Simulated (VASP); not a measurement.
**ZnCd3Se3S: relaxation of cell and atoms with PBE**

ZnCd3Se3S:

```
Zn Cd Se S
1.0
     4.24668    0.00000    0.00000
    -2.12334    3.67773    0.00000
     0.00000    0.00000   14.03723
Zn Cd Se S
1 3 3 1
Cartesian
  -2.1233 3.6777 13.9440
  0.0000 2.4518 10.7579
  -2.1233 3.6777 7.0703
  0.0000 2.4518 3.3864
  2.1233 3.6777 9.7420
  2.1233 3.6777 2.3876
  0.0000 2.4518 6.0596
  0.0000 2.4518 13.3265
```

The cell was built by a generator and needn't be a form met in nature.

| Item | Value |
| --- | --- |
| Program | VASP 6.6.1 |
| Task | relaxation of cell and atoms |
| Functional | PBE |
| Potentials or basis | VASP PAW PBE potentials, release 64 (Zn, Cd, Se, S) |
| Cutoff | 520 eV |
| k mesh | 8 × 8 × 2 |
| Occupations | gaussian, width 0.1 eV |
| Spin | no spin polarisation |
| Further INCAR settings | ALGO = Normal; EDIFF = 1e-07; IBRION = 2; POTIM = 0.3; EDIFFG = -0.005; NSW = 60; ISIF = 3 |

```json
{
 "Pressure after relaxing": "0.0 GPa",
 "Largest force after relaxing": "0.004 eV/Å",
 "Band gap on the k mesh": "0.52 eV, direct"
}
```

Forces on the atoms (eV/Å):
```
Zn   0.000  0.000 -0.002
Cd   0.000  0.000 -0.002
Cd   0.000  0.000 -0.003
Cd   0.000  0.000  0.003
Se   0.000  0.000  0.003
Se   0.000  0.000  0.004
Se   0.000  0.000  0.001
S    0.000  0.000 -0.003
```

Final structure:
```yaml
crystal:
  lattice:
    - [4.24668, 0.00000, 0.00000]
    - [-2.12334, 3.67773, 0.00000]
    - [0.00000, 0.00000, 14.03723]
  atoms:
    - { symbol: Zn, position: [0.00000, 0.00000, 0.99336] }
    - { symbol: Cd, position: [0.33333, 0.66667, 0.76639] }
    - { symbol: Cd, position: [0.00000, 0.00000, 0.50368] }
    - { symbol: Cd, position: [0.33333, 0.66667, 0.24124] }
    - { symbol: Se, position: [0.00000, 0.00000, 0.69401] }
    - { symbol: Se, position: [0.00000, 0.00000, 0.17009] }
    - { symbol: Se, position: [0.33333, 0.66667, 0.43168] }
    - { symbol: S, position: [0.33333, 0.66667, 0.94937] }
```

Levels at points of the mesh, in eV from the valence-band top:
```
           k point  band 33  band 34  band 35  band 36  band 37  band 38  band 39  band 40
(0.00, 0.00, 0.00)    -0.29    -0.29     0.00     0.00     0.52     1.87     2.53     2.61
(0.50, 0.00, 0.00)    -1.48    -1.40    -1.19    -0.72     2.65     2.86     2.98     3.38
(0.00, 0.00, 0.50)    -0.20    -0.20    -0.04    -0.04     1.30     1.66     2.25     2.66
(0.50, 0.00, 0.50)    -1.35    -1.24    -0.99    -0.82     2.50     2.72     3.11     3.51
```

It took 61 s on 4 MPI ranks on Intel(R) Xeon(R) Platinum 8259CL CPU @ 2.50GHz (Skylake/Cascade Lake), on a shared host, peak memory 0.44 GiB a rank.

Caveat: the relaxation stopped at its first step, so nothing moved.
